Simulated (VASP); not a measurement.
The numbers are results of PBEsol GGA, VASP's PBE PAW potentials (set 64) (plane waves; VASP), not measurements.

The input files of a VASP run:

**KPOINTS**
```
Automatic mesh
0
Gamma
15 15 11
0 0 0
```

POSCAR:
```
FePt
1
    2.6858778036     0.0000000000     0.0000000000
    0.0000000000     2.6858778036     0.0000000000
    0.0000000000     0.0000000000     3.7129745308
Fe Pt
1 1
Direct
  0.0000000000   0.0000000000   0.0000000000
  0.5000000000   0.5000000000   0.5000000000
```

**INCAR**
```
SYSTEM = FePt
PREC = Accurate; ENCUT = 400; LREAL = .False.
LASPH = .True.
EDIFF = 1E-7; NELM = 100; ALGO = Normal
LMAXMIX = 6
ISMEAR = -5
GGA = PS
MAGMOM = 2.9 0.3
ISPIN = 2
ISIF = 2
LWAVE = .False.; LCHARG = .True.; LORBIT = 11
NEDOS = 601
```

POTCAR, in this order: Fe Pt (PBE.64 set). Program: vasp_std.

Unless said otherwise, spin-orbit coupling is left out, though it shifts the bands of the heavy elements here.

Task: Predict the energy per atom (σ→0), cell moment, band gap (on the k-mesh).

Result: 
```json
{
 "energy per atom (σ→0)": "-8.146 eV/atom",
 "cell_moment": "3.18 μB",
 "band gap (on the k-mesh)": "none (metal, semimetal or under 0.01 eV)"
}
```

OSZICAR:
```
...
DAV:  13    -0.162923676612E+02   -0.30212E-04   -0.37278E-05 17205   0.119E-01    0.379E-02
DAV:  14    -0.162923685611E+02   -0.89995E-06   -0.48999E-06 18414   0.513E-02    0.118E-02
DAV:  15    -0.162923676256E+02    0.93555E-06   -0.17784E-06 17751   0.322E-02    0.337E-03
DAV:  16    -0.162923674399E+02    0.18569E-06   -0.15641E-07  8009   0.735E-03    0.152E-03
DAV:  17    -0.162923672117E+02    0.22815E-06   -0.69607E-08  7334   0.290E-03    0.101E-03
DAV:  18    -0.162923673752E+02   -0.16344E-06   -0.16481E-08  6928   0.310E-03    0.239E-04
DAV:  19    -0.162923673042E+02    0.70938E-07   -0.31283E-09  6844   0.618E-04
   1 F= -.16292367E+02 E0= -.16292367E+02  d E =0.000000E+00  mag=     3.1841
```

The compound is FePt in the L1_0 structure. It was relaxed first.
